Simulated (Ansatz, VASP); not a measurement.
## Li in two plane-wave programs

Aim: how closely do two programs agree when they are given the same cell, functional and k mesh? The cell is taken from a series of runs on this material, whose earlier steps may have relaxed, scaled, displaced or heated it; both programs get it as it stands.

Main program and level: Ansatz 0.2.0; plane waves, with VASP 6.6.1 beside it; single point at PBE.

### Step 1. The starting structure

The structure is cubic, space group Im-3m (No. 229). Conventional cell: a = 3.422 Å, b = 3.422 Å, c = 3.422 Å, α = 90.00°, β = 90.00°, γ = 90.00°. Nearest to Li lie 8 Li at 2.96 Å.

Coordinates:

```
Li
1.0
    -1.71089    1.71089    1.71089
     1.71089   -1.71089    1.71089
     1.71089    1.71089   -1.71089
Li
1
Cartesian
  0.0000 0.0000 0.0000
```

### Step 2. VASP: single point, PBE

With cell and atoms fixed, the geometry can't cause a difference; cores, projectors, grids and the points listed under the comparison can.

Lines of VASP's logs that name or quote its potential files are left out, and so is its time.

File INCAR:

```
SYSTEM = Li
PREC = Accurate
ENCUT = 700
EDIFF = 1E-06
NELM = 100
ISMEAR = 1
SIGMA = 0.1
LREAL = .FALSE.
ALGO = Normal
GGA = PE
NBANDS = 7
LORBIT = 11
LWAVE = .FALSE.
LCHARG = .FALSE.
KPAR = 2
ISIF = 2
```

File POSCAR:

```
Li
1.0
   -1.7108929900      1.7108929900      1.7108929900
    1.7108929900     -1.7108929900      1.7108929900
    1.7108929900      1.7108929900     -1.7108929900
Li
1
Direct
    0.0000000000      0.0000000000      0.0000000000
```

File KPOINTS:

```
Automatic mesh
0
Gamma
12 12 12
0 0 0
```

The projector-augmented-wave data sets are Li_sv_GW (PBE family, release 64).

On the command line:

```sh
mpirun -np 2 vasp_std
```

Numbers of over 12 decimals in the logs are rounded to 6 here.

Log:

```text
[banner, memory and clock lines left out]
running    2 mpi-ranks, on    1 nodes
 distrk:  each k-point on    1 cores,    2 groups
 distr:  one band on    1 cores,    1 groups

 POSCAR found type information on POSCAR Li
 POSCAR found :  1 types and       1 ions
 LDA part: xc-table for (Slater+PW92), standard interpolation
 POSCAR, INCAR and KPOINTS ok, starting setup
 FFT: planning ... GRIDC
 FFT: planning ... GRID_SOFT
 FFT: planning ... GRID
 WAVECAR not read
 entering main loop
       N       E                     dE             d eps       ncg     rms          rms(c)
DAV:   1    -0.899676663981E+00   -0.89968E+00   -0.71680E+02  1008   0.302E+02
DAV:   2    -0.367319436518E+01   -0.27735E+01   -0.27571E+01  1316   0.542E+01
DAV:   3    -0.368896327101E+01   -0.15769E-01   -0.15768E-01  1148   0.442E+00
DAV:   4    -0.368908869303E+01   -0.12542E-03   -0.12542E-03  1365   0.356E-01
DAV:   5    -0.368908960041E+01   -0.90738E-06   -0.90740E-06  1190   0.208E-02    0.110E+01
DAV:   6    -0.368610344818E+01    0.29862E-02   -0.48813E-04  1155   0.521E-01    0.661E+00
DAV:   7    -0.368478153909E+01    0.13219E-02   -0.94609E-04  1134   0.663E-01    0.256E-02
DAV:   8    -0.368475881254E+01    0.22727E-04   -0.19098E-05  1274   0.794E-02    0.124E-02
DAV:   9    -0.368475482189E+01    0.39906E-05   -0.77880E-06  1141   0.488E-02    0.374E-03
DAV:  10    -0.368475485373E+01   -0.31835E-07   -0.46445E-07   532   0.166E-02
   1 F= -.36847549E+01 E0= -.36843977E+01  d E =-.107144E-02
```

From OUTCAR (step 2):

```text
ion  position               nearest neighbor table
   1  0.000  0.000  0.000-

  LATTYP: Found a body centered cubic cell.
 ALAT       =     3.4217859800

 Subroutine GETGRP returns: Found 48 space group operations
 (whereof 48 operations were pure point group operations)

The static configuration has the point symmetry O_h .

 Found     72 irreducible k-points:

   k-points           NKPTS =     72   k-points in BZ     NKDIM =     72   number of bands    NBANDS=      7

   dimension x,y,z NGX =    28 NGY =   28 NGZ =   28
   dimension x,y,z NGXF=    56 NGYF=   56 NGZF=   56

   ENCUT  =  700.0 eV  51.45 Ry    7.17 a.u.   6.39  6.39  6.39*2*pi/ulx,y,z

   NELECT =       3.0000    total number of electrons

 k-points in reciprocal lattice and weights: Automatic mesh
   0.00000000  0.00000000  0.00000000       0.001
   0.08333333  0.00000000  0.00000000       0.007
   0.16666667  0.00000000  0.00000000       0.007
   0.25000000  0.00000000  0.00000000       0.007
   0.33333333  0.00000000  0.00000000       0.007
   0.41666667  0.00000000  0.00000000       0.007
   0.50000000  0.00000000  0.00000000       0.003
   0.08333333  0.08333333  0.00000000       0.014
   0.16666667  0.08333333 -0.00000000       0.028
[...]
0.50000000  0.50000000  0.41666667       0.007
   0.50000000  0.50000000  0.50000000       0.001

 average (electrostatic) potential at core
       1 -42.2232

 E-fermi :   0.2145

 k-point     1 :       0.0000    0.0000    0.0000
  band No.  band energies     occupation
      1     -46.2688      2.00000
      2      -3.3762      2.00000
      3      14.9369      0.00000
      4      14.9369      0.00000
      5      14.9370      0.00000
      6      19.7429      0.00000
      7      19.7429      0.00000

 k-point     2 :       0.0833    0.0000    0.0000
  band No.  band energies     occupation
      1     -46.2673      2.00000
      2      -3.2440      2.00000
      3      14.0311      0.00000
      4      14.3090      0.00000
      5      14.7055      0.00000
      6      18.1267      0.00000
      7      18.3341      0.00000

 k-point     3 :       0.1667    0.0000    0.0000
  band No.  band energies     occupation
      1     -46.2636      2.00000
      2      -2.8471      2.00000
      3      11.6600      0.00000
      4      13.1615      0.00000
      5      14.0911      0.00000
      6      16.7755      0.00000
      7      17.2310      0.00000

  Total        0.0131470      0.0131470      0.0131470      0.0000000      0.0000000     -0.0000000
  in kB        1.0514989      1.0514989      1.0514989      0.0000000      0.0000000     -0.0000000
  external PRESSURE =       1.0514989 kB  Pullay stress =       0.0000000 kB

  energy-cutoff  :      700.00
  volume of cell :       20.03
      direct lattice vectors                 reciprocal lattice vectors
    -1.710892990  1.710892990  1.710892990     0.000000000  0.292245046  0.292245046
     1.710892990 -1.710892990  1.710892990     0.292245046  0.000000000  0.292245046
     1.710892990  1.710892990 -1.710892990     0.292245046  0.292245046  0.000000000

 POSITION                                       TOTAL-FORCE (eV/Angst)
 -----------------------------------------------------------------------------------
      0.00000      0.00000      0.00000        -0.000000     -0.000000      0.000000
 -----------------------------------------------------------------------------------
    total drift:                               -0.000000     -0.000000     -0.000000

  FREE ENERGIE OF THE ION-ELECTRON SYSTEM (eV)
  ---------------------------------------------------
  free  energy   TOTEN  =        -3.6847548537 eV

  energy  without entropy=       -3.6836834136  energy(sigma->0) =       -3.68439771

 total charge
# of ion       s       p       d       tot
------------------------------------------
    1        2.004   0.034   0.000   2.038

[... 3 further parts left out ...]
```

The run ends at a pressure of 0.11 GPa.

### Step 3. Ansatz: single point, PBE

Ansatz runs on its default PAW (the set named soft_2) files.

The same cell, functional, mesh and smearing now go to Ansatz, which takes its cutoff from its data sets.

File input.yaml:

```yaml
crystal:
  lattice:
    - [-1.71089299, 1.71089299, 1.71089299]
    - [1.71089299, -1.71089299, 1.71089299]
    - [1.71089299, 1.71089299, -1.71089299]
  atoms:
    - { symbol: Li, position: [0.0, 0.0, 0.0] }
hamiltonian:
  xc: pbe
  pseudopotentials: { kind: paw }
kpoints:
  mp_grid: { grid: [12, 12, 12] }
scf:
  occupations: { method: methfessel_paxton, width: 0.1 }
  n_extra_bands: 4
output:
  forces: true
  stress: true
  eigenvalues: true
```

On the command line:

```sh
ansatz run input.yaml --threads 4 --pin off --max-ram 9216MiB --backend cpu --events-out ev --progress --plain --runs-dir out
```

Log:

```text
scf.n_extra_bands = 4 over 2 filled bands (N_el = 3.0): the run solves 6 bands
Engine: ansatz 0.2.0, aarch64-unknown-linux-gnu
Pseudopotentials: kind: paw
Pseudopotential: Li, paw, valence charge 3, recommended cutoff 420 eV (normal), Li.paw.azcp
Functional definition: PBE
  parameter kappa = 0.804
  parameter beta = 0.066725
  exchange = pbe_x(kappa = kappa, mu = beta*pi^2/3)
  correlation = pbe_c(beta = beta)
Crystal: 1 atoms, lattice volume = 20.032 Å³
Basis set: ecut = 420 eV, 381 PW (Γ), exchange–correlation on 40×40×40 points (8 copies of the dense FFT grid, shifted against one another)
Bands: 6, of which v1, the nominal top of the filled ones, is band 2 counted from 1 (1 counted from 0)
Symmetry: 48 space group operations
Space group: Im-3m (ITA 229), of the structure as read, at distance tolerance 2.7e-5 Å
k-points: 72 of 1728
Non-local potential: Li, projectors of the file, l = 0: 3, l = 1: 2, l = 2: 1
PAW form: soft (Blöchl's): semilocal exchange-correlation on the pseudo side does not see the compensation charge
PAW one-centre angular grid: Li, 110 points (default); XC on 64 Gauss nodes
Initial density: superposition of atomic densities (neutral atoms: chi_scale 0, normalization atom), corrected by the library's trained network
Initial wavefunctions: pseudopotential atomic-orbital guess
Functional: x = pbe(κ = 0.804, μ = 0.219515), c = pbe(β = 0.066725)
SCF iter   1: F=—  HF=-204.681709 eV  |F-HF|=—  |Δ(HF+E_count)|=         —  Δρ=1.32e-4  dr2=2.30e-6  ethr=1.77e-3  ⟨swp⟩=4.1  Hψ=3386  notcnv=0
preconditioner: auto → none  [metal: Δε(μ)=0.055 eV  Ē_g=10.770 eV  σ=0.100 eV  W_gap=0.45  n_scr=0 (ndim 8)  ℏωp=8.3 eV  f_vac=0.000  D(μ)=1.01/eV (n_scr^D=12)]
SCF iter   2: F=—  HF=-204.681697 eV  |F-HF|=—  |Δ(HF+E_count)|=   1.17e-5  S|Δr|=    0.00e0  Δρ=6.49e-5  dr2=5.74e-7  ethr=7.68e-8  ⟨swp⟩=2.0  Hψ=1109  notcnv=0
SCF iter   3: F=-204.681697 eV  HF=-204.681697 eV  |F-HF|=8.34e-9  |Δ(HF+E_count)|=   1.08e-7  S|Δr|=    0.00e0  Δρ=5.64e-6  dr2=2.87e-9  ethr=3.33e-9  ⟨swp⟩=2.9  Hψ=1852  notcnv=0
SCF 1 converged in 3 iterations: F = -204.681697 eV  dr2 = 2.87e-9
  greatest PAW one-centre occupation: 1.000 electrons in one spin orbital (limit 2), on the Li atom at site 0 (counted from 0), in its partial waves of l = 0
SCF converged after 3 iterations
Stability not checked: this state was not tested for a lower state beside it, because cold or Methfessel-Paxton smearing, or corrected tetrahedra, fill the levels in a way that the test cannot read (fill_not_monotonic; see scf.lower_state_search)
Free energy (F): -204.681697 eV
Harris-Foulkes:  -204.681697 eV  (|F-HF|=8.34e-9)
Internal energy: -204.680625 eV  (E = F + TS)
E sigma→0 (E₀):  -204.681429 eV
Entropy (-TS):   -0.001072 eV (-1.072 meV/atom)
Fermi energy:    1.064618 eV
--- Per-component energies (eV) ---
  E_band       = -91.156691
  E_kinetic    = 21.246180
  E_local      = -131.800049  (includes V_loc(G=0)·N_el)
  E_nonlocal   = -33.237958
  E_hartree    = 39.125792
  E_xc         = -10.085692
  E_vxc        = -12.983593  (∫ρ·V_xc dr)
  E_paw        = -21.012699  (= ΣΔE_a)
  E_vpaw       = -12.632834  (= ΣTr[D̂ρ^β])
  E_aug_tail   = 0.000012  (compensation charges beyond the density's cutoff)
  E_ewald      = -68.916210
  E_smearing   = -0.001072  (= −TS)
  E_closure    = -0.000000  (closes the sum)
  Σ components = -204.681697   (vs F -204.681697, Δ=0.00e0)
--- Forces (eV/Å), atoms counted from 1 ---
  atom   1  Li     0.00000000     0.00000000     0.00000000
  max |Σ_I F_I| component: 1.36e-32 eV/Å
--- Stress (GPa, compression-positive) ---
        0.194634       0.000000      -0.000000
        0.000000       0.194634       0.000000
        0.000000       0.000000       0.194634
  P = ⅓ Tr σ = 0.1946 GPa (1.946 kbar)
--- Band table (eV; the first three rows and the last of 72) ---
  k-point 0: bands = ["-45.4329", "-2.5283", "15.7919", "15.7919", "15.7919", "20.5790"]
  k-point 1: bands = ["-45.4315", "-2.3960", "14.8839", "15.1628", "15.5600", "18.9709"]
  k-point 2: bands = ["-45.4278", "-1.9987", "12.5106", "14.0145", "14.9444", "17.6176"]
  k-point 71: bands = ["-45.3988", "6.6260", "6.6260", "6.6260", "8.8882", "8.8882"]
```

Reading the cycles: dr2 is the Hartree energy of the density residual (eV), the measure of convergence; HF is the Harris–Foulkes estimate of the energy, which meets the free energy F at convergence.

The run ends at a pressure of 0.19 GPa.

### Step 4. Comparison

Known differences besides the potentials themselves: the cutoff is 420 eV in Ansatz and 700 eV in VASP; VASP leaves aspherical gradient terms in its spheres out (LASPH is not set), Ansatz keeps them. Total energies have different zeros and are not compared.

Both answers:

| quantity | Ansatz | VASP | difference |
| --- | --- | --- | --- |
| pressure (GPa) | 0.19 | 0.11 | +0.09 |

### Step 5. Summary of results

```
difference in pressure (single point, PBE) : 0.089 GPa
```

**Reading.** The difference in pressure is 0.089 GPa (single point, PBE), within the 1 GPa picked in this series as the mark of a large difference. How closely two codes agree says nothing of how well the functional describes the real material.

[Lines on the potential files, build, host, timing and source positions are cut from VASP's logs without a mark.]

[Logs are printed without paths, hosts, clocks, repeated set-up lines and the standing remarks that a program may print on its own settings, such as how far it seeks lower states.]

[Hosts, paths, dates, database ids (printed as entryN), source tags and the programs' standing remarks are cut or masked in the printed files.]
